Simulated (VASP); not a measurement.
Consider the following.

```xyz
1
Lattice="-1.6332 1.6332 1.6332 1.6332 -1.6332 1.6332 1.6332 1.6332 -1.6332" Properties=species:S:1:pos:R:3 pbc="T T T"
Nb     0.0000     0.0000     0.0000
```

Level of theory: PBEsol GGA, VASP's PBE PAW potentials (set 64) (plane waves; VASP). Run with 480 eV cut-off, 14×14×14 Γ-centred mesh, first-order Methfessel-Paxton smearing of 0.10 eV, potentials Nb_sv.

Q: Predict the energy per atom (σ→0), band gap (on the k-mesh) with the smallest direct gap where there is one.

A: 
```json
{
  "band gap (on the k-mesh)": "none (metal, semimetal or under 0.01 eV)",
  "energy per atom (σ→0)": "-10.946 eV/atom"
}
```

The absolute energy has meaning only against runs of the same code, potentials and settings.

The compound is Nb in the bcc structure. It was relaxed first.
